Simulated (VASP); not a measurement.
Consider the following.

```
HfGe
1.0
    4.05331     0.00000     0.00000
   -2.02666     3.51027     0.00000
    0.00000     0.00000     2.99422
Hf Ge
1 1
Direct
  0.00000   0.00000   0.00000
  0.66667   0.33333   0.50000
```

These are r2SCAN meta-GGA, VASP's PBE PAW potentials (set 64) (plane waves; VASP) values and carry that method's errors. Numerical set-up: 400 eV cut-off, 12×12×14 Γ-centred mesh, tetrahedra with Blöchl corrections, potentials Hf_pv Ge_d.

Unless said otherwise, spin-orbit coupling is left out, though it shifts the bands of the heavy elements here.

Task: Tabulate the total density of states (states/eV per cell) against energy (eV; zero at the valence-band maximum or, without a gap, the Fermi level).

Result: 
(E (eV), DOS (states/eV)): (-9.91, 0.88); (-9.37, 0.54); (-8.82, 0.48); (-8.28, 0.56); (-7.73, 0.00); (-7.08, 0.00); (-6.53, 0.00); (-5.99, 0.01); (-5.44, 0.48); (-4.90, 0.76); (-4.35, 1.10); (-3.81, 1.00); (-3.15, 0.98); (-2.61, 1.37); (-2.06, 2.79); (-1.52, 1.57); (-0.97, 0.67); (-0.43, 0.25); (0.12, 1.54); (0.66, 1.76); (1.21, 0.99); (1.86, 1.71); (2.41, 1.62); (2.95, 1.54); (3.50, 1.86)
Within 2 eV below the Fermi level the largest weight inside VASP's projection spheres is Hf d, then Ge p.

The structure was generated: HfGe was put into the WC type (P-6m2), which need not be its known phase. It was relaxed first.
